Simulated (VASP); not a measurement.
Here is the system:

```
ZrN
1.0
    0.00000     2.26421     2.26421
    2.26421     0.00000     2.26421
    2.26421     2.26421     0.00000
Zr N
1 1
Cartesian
  0.00000   0.00000   0.00000
  2.26421   2.26421   2.26421
```

Level of theory: LDA (Ceperley-Alder, Perdew-Zunger), VASP's LDA PAW potentials (set 64) (plane waves; VASP). Run with 520 eV cut-off, Gaussian smearing of 0.050 eV, potentials Zr_sv N.

Give the energies of bands 6 to 11 at the high-symmetry points, in eV from the Fermi level.

| band | Γ | X | U | L | W |
|---|---|---|---|---|---|
| 6 | -2.70 | -4.50 | -5.61 | -7.87 | -5.59 |
| 7 | -2.70 | -3.69 | -4.73 | -5.89 | -4.77 |
| 8 | -2.70 | -3.16 | -4.56 | -5.89 | -4.77 |
| 9 | -0.47 | -3.16 | -0.77 | 3.17 | 1.04 |
| 10 | -0.47 | 3.52 | 3.56 | 3.23 | 1.04 |
| 11 | -0.47 | 4.79 | 3.85 | 3.23 | 4.80 |

It has no gap at this level: it comes out as a metal or semimetal.

The compound is ZrN in the rock salt structure. It was relaxed first. The electron count is odd and the run is not spin-polarised, which forces a metal.
